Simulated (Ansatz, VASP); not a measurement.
LiMg6Mo: VASP beside Ansatz

```
Mo Mg Li
1.0
     4.25079    0.00000    0.00000
     0.00000    4.16828    4.27953
     0.00000   -4.16828    4.27953
Mo Mg Li
1 6 1
Direct
  0.00000 0.12263 0.12263
  0.50000 0.35408 0.35408
  0.50000 0.89297 0.89297
  0.50000 0.36744 0.88049
  0.50000 0.88049 0.36744
  0.00000 0.12829 0.62259
  0.00000 0.62259 0.12829
  0.00000 0.63151 0.63151
```

Change from the starting cell: volume scaled by 0.94.

Alike in both runs: task single point; functional PBE; k mesh 6 × 5 × 5; occupations fermi-dirac, width 0.05 eV; no spin polarisation.

|  | VASP | Ansatz |
| --- | --- | --- |
| version | VASP 6.6.1 | Ansatz 0.2.0 |
| potentials or method | VASP PAW PBE potentials, release 64 (Mo_sv, Mg, Li_sv) | Ansatz PAW |
| plane-wave cutoff (eV) | 520 | 420 |
| valence electrons in the cell | 29 | 77 |

Ansatz gave:

| Item | Value |
| --- | --- |
| gap on the k mesh at the Fermi level (eV) | none |
| rms of the force components (eV/Å) | 0.085 |

Task: Which values does VASP return?

Result: gap on the k mesh at the Fermi level (eV): none; rms of the force components (eV/Å): 0.086.

Atom by atom the forces differ by 0.001 eV/Å (rms over components). A gap of «none» marks a metal or a gap that the smearing closes. The two sets of potentials don't hold the same shells in valence.
